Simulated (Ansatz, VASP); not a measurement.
# LiB4Pt: VASP beside Ansatz

```
Li B Pt
1.0
     3.32385    0.00000    0.00000
    -1.66192    2.87854    0.00000
     0.00000    0.00000    5.43810
Li B Pt
1 4 1
Direct
  0.00000 0.00000 0.00000
  0.33333 0.66667 0.81266
  0.66667 0.33333 0.81266
  0.66667 0.33333 0.18734
  0.33333 0.66667 0.18734
  0.00000 0.00000 0.50000
```

Alike in both runs: task single point; functional PBE; k mesh 6 × 6 × 4; occupations gaussian, width 0.1 eV; no spin polarisation.

|  | VASP | Ansatz |
| --- | --- | --- |
| version | VASP 6.6.1 | Ansatz 0.2.0 |
| potentials or method | VASP PAW PBE potentials, release 64 (Li_sv, B, Pt) | scalar-relativistic, plane waves, PAW |
| plane-wave cutoff (eV) | 520 | 420 |
| valence electrons in the cell | 25 | 33 |

```csv
,VASP,Ansatz,Ansatz less VASP
gap on the k mesh at the Fermi level (eV),none,none,-
rms of the force components (eV/Å),0.447,0.441,-0.0064
```

Atom by atom the forces differ by 0.006 eV/Å (rms over components). A gap of «none» marks a metal or a gap that the smearing closes. The two sets of potentials don't hold the same shells in valence.

Caveats: the k mesh is coarse (spacing up to 0.36 Å⁻¹), so the values aren't converged. Spin-orbit coupling is left out, which matters for the levels of Pt.
